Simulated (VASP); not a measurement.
An input for Quantum ESPRESSO's pw.x (written as the equivalent of a VASP run, and not itself run):

```
&CONTROL
  calculation = 'vc-relax'
  pseudo_dir = './pseudo'
  outdir = './out'
  tprnfor = .true.
  tstress = .true.
  nstep = 30
  forc_conv_thr = 0.00039
/
&SYSTEM
  ibrav = 0
  nat = 2
  ntyp = 1
  ecutwfc = 66
  occupations = 'smearing'
  smearing = 'methfessel-paxton'
  degauss = 0.00735
  input_dft = 'pw91'
/
&ELECTRONS
  conv_thr = 7.3e-09
  electron_maxstep = 100
/
&IONS
/
&CELL
  cell_dofree = 'shape'
/
ATOMIC_SPECIES
  Zr 91.224 Zr.upf
CELL_PARAMETERS angstrom
     1.5957639   -2.7639441    0.0000000
     1.5957639    2.7639441    0.0000000
     0.0000000    0.0000000    5.1318061
ATOMIC_POSITIONS crystal
  Zr   0.3333330  0.6666670  0.2500000
  Zr   0.6666670  0.3333330  0.7500000
K_POINTS automatic
  13 13 7 0 0 0
```

Task: Translate this input to VASP (INCAR, KPOINTS, POSCAR, choice of POTCAR).

Result: Several could match; the one computed here: 
POSCAR:
```
Zr
1.0
  1.5957638784  -2.7639440608   0.0000000000
  1.5957638784   2.7639440608   0.0000000000
  0.0000000000   0.0000000000   5.1318061166
Zr
2
Cartesian
  1.5957638784   0.9213165296   1.2829515291
  1.5957638784  -0.9213165296   3.8488545874
```

**INCAR**
```
SYSTEM=Zr
PREC=Accurate; ENCUT=520; LREAL=.False.
LASPH=.True.
EDIFF=1E-7; NELM=100; ALGO=Normal
LMAXMIX=4
ISMEAR=1; SIGMA=0.1
GGA=91
IBRION=2; NSW=30; ISIF=4
EDIFFG=-0.01
LWAVE=.False.; LCHARG=.False.
```

### KPOINTS
```
Automatic mesh
0
Gamma
13 13 7
0 0 0
```

POTCAR, in this order: Zr_sv (PBE.64 set). Program: vasp_std.

What does not carry over: the potentials are each code's own (VASP's PAW set, PseudoDojo norm-conserving files in pw.x), so ENCUT and ecutwfc are chosen apart and not converted; conv_thr bounds pw.x's estimated SCF error, while EDIFF bounds the energy change between steps; forc_conv_thr acts on force components and is met together with etot_conv_thr.

The compound is Zr in the hcp structure. This cell is one point of a volume scan, at 0.97 of the reference volume. Symmetry was kept, so distortions that lower it aren't found.
